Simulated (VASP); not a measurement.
Wanted: the native input for a VASP 6.6.1 run.

- Task: single point
- Functional: LDA
- Potentials or basis: VASP PAW LDA potentials, release 64 (Sn_d, Bi_d)
- Cutoff: 520 eV
- k mesh: 6 × 6 × 6
- Occupations: fermi-dirac, width 0.1 eV
- Spin: no spin polarisation
- Dipole correction: no
- Further INCAR settings: ALGO = Fast; EDIFF = 1e-06; NBANDS = 36

The structure of Sn3Bi lies in POSCAR:

```
Sn3Bi
1.0
    0.0000000000      3.8490170000      3.8490170000
    3.8490170000      0.0000000000      3.8490170000
    3.8490170000      3.8490170000      0.0000000000
Sn Bi
3 1
Direct
    0.0000000000      0.0000000000      0.0000000000
    0.2500000000      0.2500000000      0.2500000000
    0.7500000000      0.7500000000      0.7500000000
    0.5000000000      0.5000000000      0.5000000000
```

The cell comes from a database or a generator and needn't be the stable form of this composition.

The input as run:

INCAR

```
SYSTEM = Sn3Bi
PREC = Accurate ; ENCUT = 520
EDIFF = 1E-6 ; ISMEAR = -1
SIGMA = 0.1 ; LREAL = .FALSE.
LASPH = .TRUE. ; NELM = 100
ALGO = Fast ; ISIF = 2
LWAVE = .FALSE. ; LCHARG = .TRUE.
LELF = .TRUE. ; LVHAR = .TRUE.
NBANDS = 36
```

KPOINTS

```
regular mesh
0
G
  6 6 6
  0 0 0
```

Potentials or basis: VASP PAW LDA potentials, release 64 (Sn_d, Bi_d).

Command:

```console
$ cat potpaw_LDA.64/Sn_d/POTCAR potpaw_LDA.64/Bi_d/POTCAR > POTCAR
$ mpirun -np 1 vasp_std > vasp.out
```

It gave:

* Pressure: -3.8 GPa
* Band gap on the k mesh: none (metal or under the smearing width)

Caveat: spin-orbit coupling is left out, which moves the levels of the heavy elements.

It took 46 s on 1 thread of Intel(R) Xeon(R) Platinum 8559C (Emerald Rapids), on a shared host, peak memory 0.22 GiB.
